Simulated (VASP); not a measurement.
# Pt2SeS (P6/mmm) in VASP: reference runs

Aim: a first look at Pt2SeS with PBE, on the cell as given.

All numbers are computed with VASP 6.6.1; they aren't measurements. Logs are shortened: lines on timing, memory, paths and dates and some standing lists are left out, and cuts for length are marked.

**1. Starting point**

It takes space group P6/mmm (No. 191, hexagonal). The conventional cell has a = 4.366 Å, b = 4.366 Å, c = 5.021 Å, α = 90.00°, β = 90.00°, γ = 120.00°. Around Pt (site symmetry -6m2) lie 3 Pt at 2.52 Å and 3 Se at 2.52 Å. Around Se (site symmetry 6/mmm) lie 2 S at 2.51 Å and 6 Pt at 2.52 Å. S (site symmetry 6/mmm) has 2 Se at 2.51 Å as nearest neighbours.

The cell was built by a generator and needn't be a form met in nature.

**2. Single point, PBE**

File INCAR:

```
  PREC = Accurate
  ENCUT = 520
  EDIFF = 1E-7
  ISMEAR = -1
  SIGMA = 0.05
  LREAL = F
  LASPH = T
  NELM = 100
  ALGO = Normal
  ISIF = 2
  LWAVE = F
  LCHARG = F
  GGA = PE
  NBANDS = 24
```

File KPOINTS:

```
regular mesh
0
Gamma
  7 7 6
```

File POSCAR:

```
Pt2SeS
1.0
    4.3664598500      0.0000000000      0.0000000000
   -2.1832299200      3.7814651500      0.0000000000
    0.0000000000      0.0000000000      5.0205766600
Pt Se S
2 1 1
Direct
    0.3333333300      0.6666666700      0.5000000000
    0.6666666700      0.3333333300      0.5000000000
    0.0000000000      0.0000000000      0.5000000000
    0.0000000000      0.0000000000      0.0000000000
```

Potentials or basis: VASP PAW PBE potentials, release 64 (Pt, Se, S).

Started as:

```console
$ cat potpaw_PBE.64/Pt/POTCAR potpaw_PBE.64/Se/POTCAR potpaw_PBE.64/S/POTCAR > POTCAR
$ mpirun -np 1 vasp_std > vasp.out
```

OUTCAR:

```text
PREC = Accurate
   ENCUT = 520
   EDIFF = 1E-7
   ISMEAR = -1
   LREAL = F
   LASPH = T
   NELM = 100
   ISIF = 2
   GGA = PE

 ion  position               nearest neighbor table
   1  0.333  0.667  0.500-   2 2.52   3 2.52   2 2.52   3 2.52   3 2.52   2 2.52
   2  0.667  0.333  0.500-   1 2.52   3 2.52   1 2.52   3 2.52   3 2.52   1 2.52
   3  0.000  0.000  0.500-   4 2.51   4 2.51   1 2.52   2 2.52   1 2.52   2 2.52   2 2.52   1 2.52

   4  0.000  0.000  0.000-   3 2.51   3 2.51

  LATTYP: Found a hexagonal cell.
 ALAT       =     4.3664598500
 C/A-ratio  =     1.1498048379

  Lattice vectors:

 A1 = (   4.3664598500,   0.0000000000,   0.0000000000)
 A2 = (  -2.1832299200,   3.7814651500,   0.0000000000)
 A3 = (   0.0000000000,   0.0000000000,   5.0205766600)

Analysis of symmetry for initial positions (statically):
=====================================================================
 Subroutine PRICEL returns:
 Original cell was already a primitive cell.

 Routine SETGRP: Setting up the symmetry group for a
 hexagonal supercell.

 Subroutine GETGRP returns: Found 24 space group operations
 (whereof 24 operations were pure point group operations)
 out of a pool of 24 trial point group operations.

The static configuration has the point symmetry D_6h.

Analysis of symmetry for dynamics (positions and initial velocities):
=====================================================================
 Subroutine PRICEL returns:
 Original cell was already a primitive cell.

 Routine SETGRP: Setting up the symmetry group for a
 hexagonal supercell.

 Subroutine GETGRP returns: Found 24 space group operations
 (whereof 24 operations were pure point group operations)
 out of a pool of 24 trial point group operations.

The dynamic configuration has the point symmetry D_6h.

 Subroutine INISYM returns: Found 24 space group operations
 (whereof 24 operations are pure point group operations),
 and found     1 'primitive' translations

----------------------------------------------------------------------------------------

                                     Primitive cell

  volume of cell :      82.8978

  direct lattice vectors                    reciprocal lattice vectors
     4.366459850  0.000000000  0.000000000     0.229018480  0.132223881  0.000000000
    -2.183229920  3.781465150  0.000000000     0.000000000  0.264447763  0.000000000
     0.000000000  0.000000000  5.020576660     0.000000000  0.000000000  0.199180307

  length of vectors
     4.366459850  4.366459843  5.020576660     0.264447763  0.264447763  0.199180307

  position of ions in fractional coordinates (direct lattice)
     0.333333330  0.666666670  0.500000000
     0.666666670  0.333333330  0.500000000
     0.000000000  0.000000000  0.500000000
     0.000000000  0.000000000  0.000000000

  ion indices of the primitive-cell ions
   primitive index   ion index
                 1           1
                 2           2
                 3           3
                 4           4

----------------------------------------------------------------------------------------

 KPOINTS: regular mesh

Automatic generation of k-mesh.
 Grid dimensions read from file:
 generate k-points for:    7    7    6

 Generating k-lattice:

  Cartesian coordinates                     Fractional coordinates (reciprocal lattice)
     0.032716926  0.018889126  0.000000000     0.142857143  0.000000000  0.000000000
     0.000000000  0.037778252  0.000000000     0.000000000  0.142857143  0.000000000
     0.000000000  0.000000000  0.033196718     0.000000000  0.000000000  0.166666667

  Length of vectors
     0.037778252  0.037778252  0.033196718

  Shift w.r.t. Gamma in fractional coordinates (k-lattice)
     0.000000000  0.000000000  0.000000000

 Subroutine IBZKPT returns following result:
 ===========================================

 Found     32 irreducible k-points:

 Following reciprocal coordinates:
            Coordinates               Weight
  0.000000  0.000000  0.000000      1.000000
  0.142857  0.000000  0.000000      6.000000
  0.285714  0.000000  0.000000      6.000000
  0.428571 -0.000000  0.000000      6.000000
  0.142857  0.142857  0.000000      6.000000
  0.285714  0.142857  0.000000     12.000000
[... 16 lines left out ...]
  0.428571  0.142857  0.333333     12.000000
  0.285714  0.285714  0.333333     12.000000
 [... further k-points ...]
   k-points           NKPTS =     32   k-points in BZ     NKDIM =     32   number of bands    NBANDS=     24
   number of dos      NEDOS =    301   number of ions     NIONS =      4
   total plane-waves  NPLWV =  40960
   dimension x,y,z NGX =    32 NGY =   32 NGZ =   40
   dimension x,y,z NGXF=    64 NGYF=   64 NGZF=   80
   ions per type =               2   1   1
   NGX,Y,Z   is equivalent  to a cutoff of  12.18, 12.18, 13.25 a.u.
   NGXF,Y,Z  is equivalent  to a cutoff of  24.37, 24.37, 26.49 a.u.
 SYSTEM =  unknown system
   PREC   = accura    normal or accurate (medium, high low for compatibility)
   ISTART =      0    job   : 0-new  1-cont  2-samecut
   ICHARG =      2    charge: 1-file 2-atom 10-const
   ISPIN  =      1    spin polarized calculation?
   LNONCOLLINEAR =      F non collinear calculations
   LSORBIT =      F    spin-orbit coupling
   LASPH  =      T    aspherical Exc in radial PAW
   ENCUT  =  520.0 eV  38.22 Ry    6.18 a.u.   8.12  8.12  9.33*2*pi/ulx,y,z
   NELM   =    100;   NELMIN=  2; NELMDL= -5     # of ELM steps
   EDIFF  = 0.1E-06   stopping-criterion for ELM
   LREAL  =      F    real-space projection
   EDIFFG = 0.1E-05   stopping-criterion for IOM
   NSW    =      0    number of steps for IOM
   IBRION =     -1    ionic relax: 0-MD 1-quasi-New 2-CG
   NFREE  =      0    steps in history (QN), initial steepest desc. (CG)
   ISIF   =      2    stress and relaxation
   ISYM   =      2    0-nonsym 1-usesym 2-fastsym
   POTIM  = 0.5000    time-step for ionic-motion
   TEBEG  =    0.0;   TEEND  =   0.0 temperature during run
   PSTRESS=    0.0 pullay stress
   NELECT =      32.0000    total number of electrons
   NUPDOWN=      -1.0000    fix difference up-down
   EMIN   =  10.00;   EMAX   =-10.00  energy-range for DOS
   EFERMI =   0.00;   METHOD = LEGACY
   ISMEAR =    -1;   SIGMA  =   0.05  broadening in eV -4-tet -1-fermi 0-gaus
   EFERMI_NEDOS =   21; number of points for ismear=-14 and -15
   IALGO  =     38    algorithm
   IMIX   =      4    mixing-type and parameters
     AMIX     =   0.40;   BMIX     =  1.00
     AMIX_MAG =   1.60;   BMIX_MAG =  1.00
  volume/ion in A,a.u.               =      20.72       139.86
  Fermi-wavevector in a.u.,A,eV,Ry     =   1.192002  2.252558 19.332103  1.420870
  Thomas-Fermi vector in A             =   2.328051
   LORBIT       =      0    0 simple, 1 ext, 2 COOP (PROOUT), +10 PAW based schemes
   GGA     = PE    functional components
   LHFCALC =     F    Hartree Fock is set to
   AEXX    =    0.0000 exact exchange contribution
   IVDW    =     0    specifies the selected vdW correction
   LEPSILON=     F    determine dielectric tensor
   LRPA    =     F    only Hartree local field effects (RPA)
 non-spin polarized calculation
  energy-cutoff  :      520.00
  volume of cell :       82.90
 maximum number of plane-waves:      2246
   NGX = 17   NGY = 17   NGZ = 19

 number of electron      31.9999998 magnetization

 Free energy of the ion-electron system (eV)
  ---------------------------------------------------
  ext. energy  EPLUGINS =         0.00000000
  ---------------------------------------------------
  free energy    TOTEN  =       -15.90223067 eV

  energy without entropy =      -15.85089071  energy(sigma->0) =      -15.87656069

 E-fermi :   5.3507     XC(G=0): -10.3869

 val. band max:        5.3439649218   @ k =   0.2857   0.0000   0.5000
 cond. band min:       5.3546339314   @ k =   0.1429   0.0000   0.5000
 fundamental gap:      0.0106690097
 Fermi energy:         5.3507472862

 k-point     1 :       0.0000    0.0000    0.0000
  band No.  band energies     occupation
      1     -10.7573      2.00000
      2      -5.5074      2.00000
      3      -1.9859      2.00000
      4      -1.9859      2.00000
      5      -1.1622      2.00000
      6       1.6707      2.00000
[... 16 lines left out ...]
     23      13.0768      0.00000
     24      13.8085      0.00000

 k-point     2 :       0.1429    0.0000    0.0000
  band No.  band energies     occupation
      1     -10.6492      2.00000
      2      -5.4585      2.00000
      3      -2.4789      2.00000
      4      -1.8760      2.00000
      5      -1.2118      2.00000
      6       1.5668      2.00000
[... 16 lines left out ...]
     23      13.8403      0.00000
     24      14.3058      0.00000

 k-point     3 :       0.2857    0.0000    0.0000
  band No.  band energies     occupation
      1     -10.4100      2.00000
      2      -5.3443      2.00000
      3      -3.0318      2.00000
      4      -1.6185      2.00000
      5      -1.3430      2.00000
      6       0.9249      2.00000
[... 16 lines left out ...]
     23      13.9132      0.00000
     24      14.9093      0.00000

 k-point     4 :       0.4286   -0.0000    0.0000
  band No.  band energies     occupation
      1     -10.2264      2.00000
      2      -5.2567      2.00000
      3      -3.0449      2.00000
      4      -1.4606      2.00000
      5      -1.4048      2.00000
      6      -0.0525      2.00000
[... 16 lines left out ...]
     23      14.1242      0.00000
     24      15.0154      0.00000

 k-point     5 :       0.1429    0.1429    0.0000
  band No.  band energies     occupation
      1     -10.4773      2.00000
      2      -5.3768      2.00000
      3      -2.9447      2.00000
      4      -1.6157      2.00000
      5      -1.3081      2.00000
      6       1.3369      2.00000
[... 16 lines left out ...]
     23      13.7090      0.00000
     24      14.9217      0.00000

 k-point     6 :       0.2857    0.1429    0.0000
  band No.  band energies     occupation
      1     -10.2761      2.00000
      2      -5.2804      2.00000
      3      -3.0252      2.00000
      4      -1.4493      2.00000
      5      -1.2494      2.00000
      6       0.4038      2.00000
[... 16 lines left out ...]
     23      14.0753      0.00000
     24      15.4645      0.00000
[... 379 lines left out ...]
 k-point    21 :       0.1429    0.1429    0.3333
  band No.  band energies     occupation
      1     -10.2572      2.00000
      2      -6.4497      2.00000
      3      -2.9067      2.00000
      4      -1.5663      2.00000
      5       0.7798      2.00000
      6       1.3668      2.00000
[... 16 lines left out ...]
     23      13.2542      0.00000
     24      14.8944      0.00000

 k-point    22 :       0.2857    0.1429    0.3333
  band No.  band energies     occupation
      1     -10.0433      2.00000
      2      -6.3974      2.00000
      3      -2.9692      2.00000
      4      -1.1909      2.00000
      5       0.3335      2.00000
      6       0.6429      2.00000
[... 16 lines left out ...]
     23      14.4534      0.00000
     24      15.3309      0.00000

 k-point    23 :       0.4286    0.1429    0.3333
  band No.  band energies     occupation
      1      -9.9563      2.00000
      2      -6.3753      2.00000
      3      -2.6941      2.00000
      4      -1.2183      2.00000
      5      -0.1612      2.00000
      6       0.4983      2.00000
[... 16 lines left out ...]
     23      14.9739      0.00000
     24      15.5377      0.00000

 k-point    24 :       0.2857    0.2857    0.3333
  band No.  band energies     occupation
      1      -9.9538      2.00000
      2      -6.3724      2.00000
      3      -2.3536      2.00000
      4      -1.1030      2.00000
      5       0.2118      2.00000
      6       0.2242      2.00000
[... 16 lines left out ...]
     23      13.7692      0.00000
     24      15.4590      0.00000

 [... further k-points ...]

------------------------ aborting loop because EDIFF is reached ----------------------------------------

  FORCE on cell =-STRESS in cart. coord.  units (eV):
  Direction    XX          YY          ZZ          XY          YZ          ZX
  --------------------------------------------------------------------------------------
  -------------------------------------------------------------------------------------
  Total       11.0750916     11.0750916      0.0518561      0.0000000      0.0000000      0.0000000
  in kB      214.0497549    214.0497544      1.0022290      0.0000003      0.0000000      0.0000000
  external PRESSURE =     143.0339128 kB  Pullay stress =       0.0000000 kB

 VOLUME and BASIS-vectors are now :
 -----------------------------------------------------------------------------
  energy-cutoff  :      520.00
  volume of cell :       82.90
      direct lattice vectors                 reciprocal lattice vectors
     4.366459850  0.000000000  0.000000000     0.229018480  0.132223881  0.000000000
    -2.183229920  3.781465150  0.000000000     0.000000000  0.264447763  0.000000000
     0.000000000  0.000000000  5.020576660     0.000000000  0.000000000  0.199180307

 POSITION                                       TOTAL-FORCE (eV/Angst)
 -----------------------------------------------------------------------------------
     -0.00000      2.52098      2.51029         0.000000     -0.000000      0.000000
      2.18323      1.26049      2.51029        -0.000000      0.000000      0.000000
      0.00000      0.00000      2.51029        -0.000000      0.000000      0.000000
      0.00000      0.00000      0.00000        -0.000000      0.000000      0.000000
 -----------------------------------------------------------------------------------
    total drift:                               -0.000000      0.000000     -0.000000

  FREE ENERGIE OF THE ION-ELECTRON SYSTEM (eV)
  ---------------------------------------------------
  free  energy   TOTEN  =       -15.9022306690 eV

  energy  without entropy=      -15.8508907114  energy(sigma->0) =      -15.87656069
```

Wall time 60 s (1 thread of Intel Xeon Platinum 8488C (Sapphire Rapids), shared host); peak memory 0.23 GiB.

What came out:

```yaml
Free_energy: -15.9022 eV
Pressure: 14.3 GPa
Band_gap_on_the_k_mesh: none (metal or under the smearing width)
```

Stress tensor (GPa, compression positive):
```
21.40  0.00  0.00
 0.00 21.40  0.00
 0.00  0.00  0.10
```

The run has no spin-orbit coupling, so splittings on Pt are missing.
